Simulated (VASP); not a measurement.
Here is the system:

```
CELL_PARAMETERS angstrom
      4.02888     0.00000     0.00000
      0.00000     4.02888     0.00000
      0.00000     0.00000     4.02888
ATOMIC_POSITIONS crystal
  K  0.00000 0.00000 0.00000
  Ta 0.50000 0.50000 0.50000
  O  0.50000 0.00000 0.50000
  O  0.00000 0.50000 0.50000
  O  0.50000 0.50000 0.00000
```

All values below come from PBE GGA, VASP's PBE PAW potentials (set 64) (plane waves; VASP). Numerical set-up: 520 eV cut-off, 7×7×7 Γ-centred mesh, Gaussian smearing of 0.010 eV, potentials K_sv Ta_pv O.

**Question.** Predict the energy per atom (σ→0).

**Answer.** 
```json
{
 "energy per atom (σ→0)": "-8.214 eV/atom"
}
```

Total energies compare only between runs with the same potentials, cut-off and functional.

The compound is KTaO3 in the cubic perovskite structure. It was relaxed first.
